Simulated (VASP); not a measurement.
Given:

```
Bi2LuClO4
1.0
    3.85715     0.00000     0.00000
    0.00000     3.85715     0.00000
    0.00000     0.00000     9.01524
Lu Bi Cl O
1 2 1 4
Cartesian
  0.00000   0.00000   0.00000
  1.92857   1.92857   2.48559
  1.92857   1.92857   6.52965
  0.00000   0.00000   4.50762
  1.92857   0.00000   7.67711
  1.92857   0.00000   1.33813
  0.00000   1.92857   7.67711
  0.00000   1.92857   1.33813
```

Method: PBEsol GGA, VASP's PBE PAW potentials (set 64) (plane waves; VASP 6.6.1). Settings: 400 eV cut-off, 7×7×3 Γ-centred mesh, Gaussian smearing of 0.010 eV, potentials Lu_3 Bi_d Cl O.

At this cut-off the stress carries a Pulay error, which pulls relaxed volumes low.

Give the force on each atom (eV/Å).

```tsv
atom	Fx	Fy	Fz
Lu1	0.000	0.000	0.000
Bi2	0.000	0.000	-0.381
Bi3	0.000	0.000	0.381
Cl4	0.000	0.000	0.000
O5	0.000	0.000	-0.006
O6	0.000	0.000	0.006
O7	0.000	0.000	-0.006
O8	0.000	0.000	0.006
```

Give the stress tensor in GPa (positive for a compressed cell).

```
-8.00   0.00   0.00
 0.00  -8.00   0.00
 0.00   0.00  -7.52
```
The pressure is its mean diagonal, -7.84 GPa.

The structure comes from a computed database's LuBi2ClO4 entry (P4/mmm); how it stands against other phases isn't given here. The cell was not relaxed at this level.
